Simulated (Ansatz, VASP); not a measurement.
**Cross-check of W between VASP and Ansatz**

Aim: how closely do two programs agree when they are given the same cell, functional and k mesh? Of the first pair: The cell is taken from a series of runs on this material, whose earlier steps may have relaxed, scaled, displaced or heated it; both programs get it as it stands.

Program: Ansatz 0.2.0. Level of theory: plane waves, with VASP 6.6.1 beside it; relaxation of cell and atoms at PBEsol and single point at PBEsol. Results are calculated unless marked as measured.

### 1. Starting point

The structure is cubic, space group Fm-3m (No. 225). Conventional cell: a = 3.997 Å, b = 3.997 Å, c = 3.997 Å, α = 90.00°, β = 90.00°, γ = 90.00°. Nearest to W lie 12 W at 2.83 Å.

Coordinates:

```xyz
1
Lattice="0.0000 1.9986 1.9986 1.9986 0.0000 1.9986 1.9986 1.9986 0.0000" Properties=species:S:1:pos:R:3 pbc="T T T"
W     0.0000    0.0000    0.0000
```

### 2. VASP: relaxation of cell and atoms, PBEsol

The relaxed volume is the usual yardstick between codes: in a stiff, nearly cubic crystal its relative difference is about their pressure difference at one cell divided by the bulk modulus.

Lines of VASP's logs that name or quote its potential files are left out, and so is its time.

INCAR

```
SYSTEM = W
PREC = Accurate
ENCUT = 600
EDIFF = 1E-07
NELM = 120
ISMEAR = -1
SIGMA = 0.05
LREAL = .FALSE.
ALGO = Normal
GGA = PS
NBANDS = 9
LASPH = .TRUE.
LORBIT = 11
LWAVE = .FALSE.
LCHARG = .FALSE.
ISIF = 3
IBRION = 2
NSW = 80
EDIFFG = -0.005
GGA_COMPAT = .FALSE.
NELMIN = 4
KPAR = 2
```

POSCAR

```
W
1.0
    0.0000000000      1.9986426342      1.9986426342
    1.9986426342      0.0000000000      1.9986426342
    1.9986426342      1.9986426342      0.0000000000
W
1
Direct
    0.0000000000      0.0000000000      0.0000000000
```

KPOINTS

```
Automatic mesh
0
Gamma
19 19 19
0 0 0
```

Potentials, in the order of the species: W (PBE family, release 64).

Started as:

```sh
$ mpirun -np 2 vasp_std
```

Numbers of over 12 decimals in the logs are rounded to 6 here.

Output:

```text
[banner, memory and clock lines left out]
running    2 mpi-ranks, on    1 nodes
 distrk:  each k-point on    1 cores,    2 groups
 distr:  one band on    1 cores,    1 groups

 POSCAR found type information on POSCAR W
 POSCAR found :  1 types and       1 ions
|                                                                             |
|               ----> ADVICE to this user running VASP <----                  |
|                                                                             |
|     You enforced a specific xc type in the INCAR file but a different       |
|     [... a line on the potential file left out ...]
|     I HOPE YOU KNOW WHAT YOU ARE DOING!                                     |
|                                                                             |

 LDA part: xc-table for (Slater+PW92), standard interpolation
 POSCAR, INCAR and KPOINTS ok, starting setup
 FFT: planning ... GRIDC
 FFT: planning ... GRID_SOFT
 FFT: planning ... GRID
 WAVECAR not read
 entering main loop
       N       E                     dE             d eps       ncg     rms          rms(c)
DAV:   1     0.963138758016E+01    0.96314E+01   -0.32061E+03  3960   0.648E+02
DAV:   2    -0.136070587356E+02   -0.23238E+02   -0.22386E+02  4682   0.138E+02
DAV:   3    -0.140798176363E+02   -0.47276E+00   -0.46163E+00  4718   0.158E+01
DAV:   4    -0.140812376876E+02   -0.14201E-02   -0.14195E-02  4991   0.967E-01
DAV:   5    -0.140812405832E+02   -0.28956E-05   -0.28952E-05  4643   0.340E-02    0.202E+01
DAV:   6    -0.135727294604E+02    0.50851E+00   -0.37549E-01  4465   0.404E+00    0.989E+00
DAV:   7    -0.133872776451E+02    0.18545E+00   -0.40281E-01  4640   0.405E+00    0.242E-01
DAV:   8    -0.133857286512E+02    0.15490E-02   -0.20709E-03  4240   0.332E-01    0.189E-01
DAV:   9    -0.133854437797E+02    0.28487E-03   -0.27950E-04  4733   0.821E-02    0.282E-02
DAV:  10    -0.133854392124E+02    0.45673E-05   -0.19221E-05  4691   0.303E-02    0.181E-02
DAV:  11    -0.133854394578E+02   -0.24536E-06   -0.38598E-07  4347   0.625E-03    0.481E-03
DAV:  12    -0.133854394847E+02   -0.26900E-07   -0.45413E-09  2275   0.476E-04
   1 F= -.13385439E+02 E0= -.13380402E+02  d E =-.133854E+02
 curvature:   0.00 expect dE= 0.000E+00 dE for cont linesearch  0.000E+00
 trial: gam= 0.00000 g(F)=  0.147E-64 g(S)=  0.932E-02 ort = 0.000E+00 (trialstep = 0.100E+01)
 search vector abs. value=  0.932E-02
 bond charge predicted
       N       E                     dE             d eps       ncg     rms          rms(c)
DAV:   1    -0.133815357274E+02    0.39037E-02   -0.45751E-01  4067   0.499E+00    0.213E+00
DAV:   2    -0.133752142340E+02    0.63215E-02   -0.59251E-03  4445   0.608E-01    0.922E-01
DAV:   3    -0.133733115700E+02    0.19027E-02   -0.45206E-03  5116   0.445E-01    0.176E-02
DAV:   4    -0.133733312296E+02   -0.19660E-04   -0.32496E-05  4473   0.399E-02    0.118E-02
DAV:   5    -0.133733500672E+02   -0.18838E-04   -0.27893E-05  4631   0.269E-02    0.331E-03
DAV:   6    -0.133733502625E+02   -0.19531E-06   -0.20519E-07  4472   0.355E-03    0.209E-03
DAV:   7    -0.133733503158E+02   -0.53330E-07   -0.46111E-08  2907   0.215E-03
   2 F= -.13373350E+02 E0= -.13368598E+02  d E =0.120892E-01
 trial-energy change:    0.012089  1 .order    0.012332   -0.009316    0.033981
 step:   0.2210(harm=  0.2152)  dis= 0.00000  next Energy=   -13.386471 (dE=-0.103E-02)
 bond charge predicted
       N       E                     dE             d eps       ncg     rms          rms(c)
DAV:   1    -0.133914950825E+02   -0.18145E-01   -0.27312E-01  4071   0.378E+00    0.166E+00
DAV:   2    -0.133876174542E+02    0.38776E-02   -0.38894E-03  4457   0.505E-01    0.715E-01
DAV:   3    -0.133864721715E+02    0.11453E-02   -0.27591E-03  5104   0.343E-01    0.212E-02
DAV:   4    -0.133864801906E+02   -0.80191E-05   -0.16802E-05  4439   0.291E-02    0.949E-03
DAV:   5    -0.133864902753E+02   -0.10085E-04   -0.19301E-05  4581   0.217E-02    0.268E-03
DAV:   6    -0.133864904734E+02   -0.19811E-06   -0.11987E-07  4540   0.272E-03    0.180E-03
DAV:   7    -0.133864905909E+02   -0.11755E-06   -0.43721E-08  2655   0.194E-03    0.426E-04
DAV:   8    -0.133864905842E+02    0.67129E-08   -0.14323E-09  2057   0.272E-04
   3 F= -.13386491E+02 E0= -.13381529E+02  d E =-.105110E-02
 curvature:  -0.11 expect dE=-0.786E-07 dE for cont linesearch -0.786E-07
 trial: gam=-0.00878 g(F)=  0.777E-65 g(S)=  0.731E-06 ort = 0.825E-04 (trialstep = 0.844E+00)
 search vector abs. value=  0.157E-09
 reached required accuracy - stopping structural energy minimisation
```

OUTCAR, selected parts (step 2):

```text
ion  position               nearest neighbor table
   1  0.000  0.000  0.000-

  LATTYP: Found a face centered cubic cell.
 ALAT       =     3.9972852684

 Subroutine GETGRP returns: Found 48 space group operations
 (whereof 48 operations were pure point group operations)

The static configuration has the point symmetry O_h .

 Found    220 irreducible k-points:

   k-points           NKPTS =    220   k-points in BZ     NKDIM =    220   number of bands    NBANDS=      9

   dimension x,y,z NGX =    24 NGY =   24 NGZ =   24
   dimension x,y,z NGXF=    48 NGYF=   48 NGZF=   48

   ENCUT  =  600.0 eV  44.10 Ry    6.64 a.u.   5.65  5.65  5.65*2*pi/ulx,y,z

   NELECT =       6.0000    total number of electrons

 k-points in reciprocal lattice and weights: Automatic mesh
   0.00000000  0.00000000  0.00000000       0.000
   0.05263158  0.00000000  0.00000000       0.001
   0.10526316  0.00000000  0.00000000       0.001
   0.15789474  0.00000000  0.00000000       0.001
   0.21052632  0.00000000  0.00000000       0.001
   0.26315789  0.00000000  0.00000000       0.001
   0.31578947  0.00000000  0.00000000       0.001
   0.36842105  0.00000000  0.00000000       0.001
   0.42105263  0.00000000  0.00000000       0.001
[...]
-0.31578947  0.47368421  0.21052632       0.003
  -0.26315789  0.47368421  0.21052632       0.003

 average (electrostatic) potential at core
       1 -37.5839

 E-fermi :   7.1747

 k-point     1 :       0.0000    0.0000    0.0000
  band No.  band energies     occupation
      1      -1.9899      2.00000
      2       6.5722      1.99999
      3       6.5722      1.99999
      4       6.5722      1.99999
      5       9.8401      0.00000
      6       9.8401      0.00000
      7      20.7364      0.00000
      8      26.1571      0.00000
      9      26.1571      0.00000

 k-point     2 :       0.0526    0.0000    0.0000
  band No.  band energies     occupation
      1      -1.8655      2.00000
      2       6.4736      2.00000
      3       6.6331      1.99996
      4       6.6331      1.99996
      5       9.7838      0.00000
      6       9.7838      0.00000
      7      20.9949      0.00000
      8      25.4945      0.00000
      9      26.3962      0.00000

 k-point     3 :       0.1053    0.0000    0.0000
  band No.  band energies     occupation
      1      -1.5039      2.00000
      2       6.2153      2.00000
      3       6.7948      1.99900
      4       6.7948      1.99900
      5       9.6526      0.00000
      6       9.6526      0.00000
      7      21.6982      0.00000
      8      24.2879      0.00000
      9      27.0910      0.00000

  Total       -0.0022473     -0.0022473     -0.0022473      0.0000000     -0.0000000      0.0000000
  in kB       -0.2273318     -0.2273318     -0.2273318      0.0000000     -0.0000000      0.0000000
  external PRESSURE =      -0.2273318 kB  Pullay stress =       0.0000000 kB

  energy-cutoff  :      600.00
  volume of cell :       15.84
      direct lattice vectors                 reciprocal lattice vectors
     0.000000000  1.993237025  1.993237025    -0.250848240  0.250848240  0.250848240
     1.993237025 -0.000000000  1.993237025     0.250848240 -0.250848240  0.250848240
     1.993237025  1.993237025  0.000000000     0.250848240  0.250848240 -0.250848240

 POSITION                                       TOTAL-FORCE (eV/Angst)
 -----------------------------------------------------------------------------------
      0.00000      0.00000      0.00000         0.000000      0.000000     -0.000000
 -----------------------------------------------------------------------------------
    total drift:                               -0.000000      0.000000     -0.000000

  FREE ENERGIE OF THE ION-ELECTRON SYSTEM (eV)
  ---------------------------------------------------
  free  energy   TOTEN  =       -13.3864905842 eV

  energy  without entropy=      -13.3765680653  energy(sigma->0) =      -13.38152932

 reached required accuracy - stopping structural energy minimisation

 total charge
# of ion       s       p       d       tot
------------------------------------------
    1        0.693   0.691   4.184   5.568

[... 3 further parts left out ...]
```

CONTCAR:

```
W
   1.00000000000000
     0.0000000000000000    1.9932370249124709    1.9932370249124709
     1.9932370249124709   -0.0000000000000000    1.9932370249124709
     1.9932370249124709    1.9932370249124709    0.0000000000000000
  W
     1
Direct
     0.0000000000000000    0.0000000000000000    0.0000000000000000
```

The run keeps the 48 symmetry operations of its start, so it cannot find a distortion of lower symmetry.

### 3. Ansatz: relaxation of cell and atoms, PBEsol

Ansatz runs on its PAW soft_1 files.

The same cell, functional, mesh and smearing now go to Ansatz.

input.yaml

```yaml
crystal:
  lattice:
    - [0.0, 1.9986426342, 1.9986426342]
    - [1.9986426342, 0.0, 1.9986426342]
    - [1.9986426342, 1.9986426342, 0.0]
  atoms:
    - { symbol: W, position: [0.0, 0.0, 0.0] }
kpoints:
  mp_grid: { grid: [19, 19, 19] }
scf:
  occupations: { method: fermi_dirac, width: 0.05 }
hamiltonian:
  xc: pbesol
  pseudopotentials: { kind: paw, azcp: { folder: soft_1 }, xc_functional: pbe }
basis:
  ecutwfc: 600
output:
  forces: true
  stress: true
relax:
  f_tol: 0.005
  max_steps: 70
  cell: { stress_tol: 0.02, p_target: 0 }
```

Started as:

```sh
$ ansatz run input.yaml --threads 3 --pin off --max-ram 5120MiB --backend cpu --events-out ev --progress --plain --runs-dir out
```

Output:

```text
Engine: ansatz 0.2.0, x86_64-unknown-linux-gnu
Pseudopotentials: kind: paw
Pseudopotential: W, paw, valence charge 14, recommended cutoff 420 eV (normal), soft_1/W.paw.azcp
Functional definition: PBEsol
  exchange = pbesol_x
  correlation = pbesol_c
Crystal: 1 atoms, lattice volume = 15.967 Å³
Basis set: ecut = 600 eV, 531 PW (Γ), exchange–correlation on 48×48×48 points (8 copies of the dense FFT grid, shifted against one another)
Bands: 11, of which v1, the nominal top of the filled ones, is band 7 counted from 1 (6 counted from 0)
Symmetry: 48 space group operations
Space group: Fm-3m (ITA 225), of the structure as read, at distance tolerance 2.5e-5 Å
k-points: 220 of 6859
Non-local potential: W, projectors of the file, l = 0: 3, l = 1: 2, l = 2: 2, l = 3: 1
PAW form: soft (Blöchl's): semilocal exchange-correlation on the pseudo side does not see the compensation charge
PAW frozen core: W, regenerated for the run's functional, and the local potential with it (the file was generated under x = pbe(κ = 0.804, μ = 0.219515), c = pbe(β = 0.066725))
PAW one-centre angular grid: W, 590 points (default); XC on 64 Gauss nodes
Initial density: superposition of atomic densities (chi_scale 0.1, normalization cell)
Initial wavefunctions: pseudopotential atomic-orbital guess
Functional: x = pbesol(κ = 0.804, μ = 0.123457), c = pbesol(β = 0.046)
SCF iter   1: F=—  HF=-10257.297698 eV  |F-HF|=—  |Δ(HF+E_count)|=         —  Δρ=5.80e-2  dr2=5.06e-1  ethr=3.10e-3  ⟨swp⟩=5.1  Hψ=12666  notcnv=0
preconditioner: auto → none  [metal: Δε(μ)=0.019 eV  Ē_g=8.970 eV  σ=0.050 eV  W_gap=0.09  n_scr=0 (ndim 8)  ℏωp=22.8 eV  f_vac=0.000  D(μ)=1.36/eV (n_scr^D=14)]
SCF iter   2: F=—  HF=-10257.103057 eV  |F-HF|=—  |Δ(HF+E_count)|=   1.95e-1  Δρ=1.83e-2  dr2=2.77e-2  ethr=3.10e-3  ⟨swp⟩=2.9  Hψ=5843  notcnv=0  defer=7
SCF iter   3: F=—  HF=-10257.094338 eV  |F-HF|=—  |Δ(HF+E_count)|=   8.72e-3  Δρ=5.31e-3  dr2=1.66e-3  ethr=1.98e-4  ⟨swp⟩=2.9  Hψ=3836  notcnv=0  defer=7
SCF iter   4: F=—  HF=-10257.093787 eV  |F-HF|=—  |Δ(HF+E_count)|=   5.52e-4  Δρ=2.30e-4  dr2=1.94e-6  ethr=1.18e-5  ⟨swp⟩=1.0  Hψ=2423  notcnv=0  defer=7
SCF iter   5: F=—  HF=-10257.093784 eV  |F-HF|=—  |Δ(HF+E_count)|=   2.71e-6  Δρ=2.77e-5  dr2=4.98e-8  ethr=7.14e-10  ⟨swp⟩=5.0  Hψ=8618  notcnv=0
SCF iter   6: F=-10257.093784 eV  HF=-10257.093784 eV  |F-HF|=9.82e-11  |Δ(HF+E_count)|=   1.03e-8  Δρ=3.16e-6  dr2=3.34e-10  ethr=3.56e-10  ⟨swp⟩=2.1  Hψ=7722  notcnv=0
SCF 1 converged in 6 iterations: F = -10257.093784 eV  dr2 = 3.34e-10
  greatest PAW one-centre occupation: 0.999 electrons in one spin orbital (limit 2), on the W atom at site 0 (counted from 0), in its partial waves of l = 0
relax step   1: F+E_penalty+E_count = -10257.09378427 eV  Δ(F+E_penalty+E_count) = +0.000e0 eV  max|allowed force component| = 0.000e0 eV/Å  Δτ_max = 0.0000 Å  P = -0.001 GPa  Ω = 15.967 Å³  (6 SCF iters, dr2 threshold 1.00e-7 eV, accepted)
Initial density: handed on by an earlier stage of this run
Initial wavefunctions: pseudopotential atomic-orbital guess (no wavefunctions were taken with the density)
iter 1 solved again at ethr=3.83e-9 eV; its pass at ethr=3.10e-3 eV (dr2=5.36e-7 eV) is discarded
SCF iter   1: F=—  HF=-10257.093784 eV  |F-HF|=—  |Δ(HF+E_count)|=         —  Δρ=3.18e-6  dr2=3.41e-10  ethr=3.83e-9  ⟨swp⟩=3.1  Hψ=20223  notcnv=0
preconditioner: auto → none  [metal: Δε(μ)=0.010 eV  Ē_g=8.770 eV  σ=0.050 eV  W_gap=0.05  n_scr=0 (ndim 8)  ℏωp=22.8 eV  f_vac=0.000  D(μ)=1.23/eV (n_scr^D=14)]
SCF iter   2: F=—  HF=-10257.093784 eV  |F-HF|=—  |Δ(HF+E_count)|=   2.50e-8  Δρ=1.58e-6  dr2=8.26e-11  ethr=2.44e-12  ⟨swp⟩=2.0  Hψ=3210  notcnv=0
SCF iter   3: F=-10257.093784 eV  HF=-10257.093784 eV  |F-HF|=1.82e-12  |Δ(HF+E_count)|=  3.27e-11  Δρ=5.59e-8  dr2=2.76e-13  ethr=1.00e-12  ⟨swp⟩=4.0  Hψ=9508  notcnv=0
SCF 2 converged in 3 iterations: F = -10257.093784 eV  dr2 = 2.76e-13
relax step   2: F+E_penalty+E_count = -10257.09378427 eV  Δ(F+E_penalty+E_count) = -1.819e-12 eV  max|allowed force component| = 0.000e0 eV/Å  Δτ_max = 0.0000 Å  P = -0.001 GPa  Ω = 15.967 Å³  stress off target by 9.03e-4 GPa  SCF on the basis re-selected at this cell (its energy is not comparable with the rows above)  (3 SCF iters)
basis re-selected at this cell: Δ(F+E_penalty+E_count) = -1.819e-12 eV, ΔP = +0.000 GPa vs the last step (what re-selecting the basis moved, of the pressure what is left beyond the Pulay correction that the steps carried, after the strain that the cell walked since its last selection, with what the two solves' SCF thresholds leave and, on support functions, any second-order correction that the steps lacked; it is no  [...]
SCF converged after 3 iterations
Free energy (F): -10257.093784 eV
Harris-Foulkes:  -10257.093784 eV  (|F-HF|=1.82e-12)
Internal energy: -10257.083720 eV  (E = F + TS)
E sigma→0 (E₀):  -10257.088752 eV
Entropy (-TS):   -0.010064 eV (-10.064 meV/atom)
Fermi energy:    21.584387 eV
--- Per-component energies (eV) ---
  E_band       = -87.455387
  E_kinetic    = 422.281027
  E_local      = -550.935236  (includes V_loc(G=0)·N_el)
  E_nonlocal   = -22.599731
  E_hartree    = 229.795500
  E_xc         = -265.902022
  E_vxc        = -231.101328  (∫ρ·V_xc dr)
  E_paw        = -8451.347116  (= ΣΔE_a)
  E_vpaw       = -164.691139  (= ΣTr[D̂ρ^β])
  E_aug_tail   = 0.000032  (compensation charges beyond the density's cutoff)
  E_ewald      = -1618.598031
  E_core_change = 0.221858  (= ΣΔE_core)
  E_smearing   = -0.010064  (= −TS)
  E_closure    = 0.000000  (closes the sum)
  Σ components = -10257.093784   (vs F -10257.093784, Δ=0.00e0)
--- Forces (eV/Å), atoms counted from 1 ---
  atom   1  W     -0.00000000    -0.00000000    -0.00000000
  max |Σ_I F_I| component: 2.63e-31 eV/Å
--- Stress (GPa, compression-positive) ---
       -0.000903      -0.000000      -0.000000
        0.000000      -0.000903       0.000000
        0.000000       0.000000      -0.000903
  P = ⅓ Tr σ = -0.0009 GPa (-0.009 kbar)
--- Relaxed structure (1 steps of the walk, 1 accepted, 1 SCFs on fresh bases) ---
  F+E_penalty+E_count = -10257.09378427 eV   max|allowed force component| = 0.000e0 eV/Å   (the final SCF, on the basis selected at the relaxed cell)
  cell:  # Å, volume = 15.9674 Å³
    - [0.0, 1.9986426342, 1.9986426342]
    - [1.9986426342, 0.0, 1.9986426342]
    - [1.9986426342, 1.9986426342, 0.0]
  atoms:
    - { symbol: W, position: [0.0, 0.0, 0.0] }
```

The column dr2 measures how far the density is from self-consistency, as an energy; F and HF (Harris–Foulkes) agree once it is small.

### 4. Differences

Known differences besides the potentials themselves: the data sets hold 14 valence electrons in Ansatz (on its PAW soft_1 files) and 6 in VASP; Ansatz makes its cores anew for this functional, VASP keeps those of its PBE data sets; Ansatz adds a Pulay correction to the stress that steers its cell, VASP none. Total energies have different zeros and are not compared.

Compared:

| quantity | Ansatz | VASP | difference |
| --- | --- | --- | --- |
| volume (Å³) | 15.97 | 15.84 | +0.82 % |
| edge a after relaxation, in the typed setting (Å) | 2.826 | 2.819 | +0.27 % |

### 5. Ansatz: relaxation, PBEsol

This run makes the geometry at which the two programs are then compared.

The structure compared here is the end of the Ansatz relaxation.

Edit input.yaml of step 3 so:

```diff
@@ -22,2 +22,2 @@
   max_steps: 70
-  cell: { stress_tol: 0.02, p_target: 0 }
+  cell: { stress_tol: 0.02, p_target: 5 }
```

Output:

```text
[...]
Crystal: 1 atoms, lattice volume = 15.967 Å³
Basis set: ecut = 600 eV, 531 PW (Γ), exchange–correlation on 48×48×48 points (8 copies of the dense FFT grid, shifted against one another)
Bands: 11, of which v1, the nominal top of the filled ones, is band 7 counted from 1 (6 counted from 0)
Symmetry: 48 space group operations
[...]
k-points: 220 of 6859
[...]
--- Stress (GPa, compression-positive) ---
        5.007922      -0.000000      -0.000000
       -0.000000       5.007922      -0.000000
       -0.000000      -0.000000       5.007922
  P = ⅓ Tr σ = 5.0079 GPa (50.079 kbar)
--- Relaxed structure (4 steps of the walk, 3 accepted, 1 SCFs on fresh bases) ---
[...]
cell:  # Å, volume = 15.7147 Å³
    - [0, 1.988040, 1.988040]
    - [1.988040, 0, 1.988040]
    - [1.988040, 1.988040, 0]
  atoms:
    - { symbol: W, position: [0.0, 0.0, 0.0] }
[key lines of the parts left out:]
SCF converged after 4 iterations
Free energy (F): -10257.089888 eV
Fermi energy:    21.977521 eV
```

(Part 1 of 2 ends here.)

[Lines on the potential files, build, host, timing and source positions are cut from VASP's logs without a mark.]

[Logs are printed without paths, hosts, clocks, repeated set-up lines and the standing remarks that a program may print on its own settings, such as how far it seeks lower states.]

[Hosts, paths, dates, database ids (printed as entryN), source tags and the programs' standing remarks are cut or masked in the printed files.]
